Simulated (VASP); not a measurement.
An input for Ansatz (written as the equivalent of a VASP run, and not itself run):

Ansatz 0.2 input:
```yaml
crystal:
  lattice:
    - [0.0000000, 2.7727743, 2.7727743]
    - [2.7727743, 0.0000000, 2.7727743]
    - [2.7727743, 2.7727743, 0.0000000]
  atoms:
    - { symbol: Mg, position: [0.0000000, 0.0000000, 0.0000000] }
    - { symbol: Se, position: [0.5000000, 0.5000000, 0.5000000] }
kpoints:
  mp_grid: { grid: [8, 8, 8] }
hamiltonian:
  xc: pbe
  dispersion: d4
  pseudopotentials: { kind: paw }
scf:
  occupations: { method: gaussian, width: 0.05 }
  max_iter: 100
output: { forces: true, stress: true, eigenvalues: true }
```

Translate this input to VASP (INCAR, KPOINTS, POSCAR, choice of POTCAR).

One answer among several that fit: 
### INCAR
```
SYSTEM = MgSe
PREC = Accurate
ENCUT = 520
EDIFF = 1E-7
NELM = 100
ALGO = Normal
LREAL = .FALSE.
LASPH = .TRUE.
ISMEAR = 0
SIGMA = 0.05
GGA = PE
IVDW = 13
LMAXMIX = 4
LWAVE = .FALSE.
LCHARG = .FALSE.
ISIF = 2
```

**POSCAR**
```
MgSe
1
    0.0000000000     2.7727742773     2.7727742773
    2.7727742773     0.0000000000     2.7727742773
    2.7727742773     2.7727742773     0.0000000000
Mg Se
1 1
Direct
  0.0000000000   0.0000000000   0.0000000000
  0.5000000000   0.5000000000   0.5000000000
```

KPOINTS:
```
Automatic mesh
0
Gamma
8 8 8
0 0 0
```

POTCAR, in this order: Mg Se (PBE.64 set). Program: vasp_std.

The two are equivalent in intent, not identical: each code has its own PAW files, so the cut-off isn't converted (ENCUT is set for VASP's; basis.ecutwfc is left out, and Ansatz then takes the one that its files recommend); Ansatz stops its SCF on the density residual and VASP on the energy change (EDIFF).

The compound is MgSe in the rock salt structure. This cell is one point of a volume scan, at 1.06 of the reference volume.
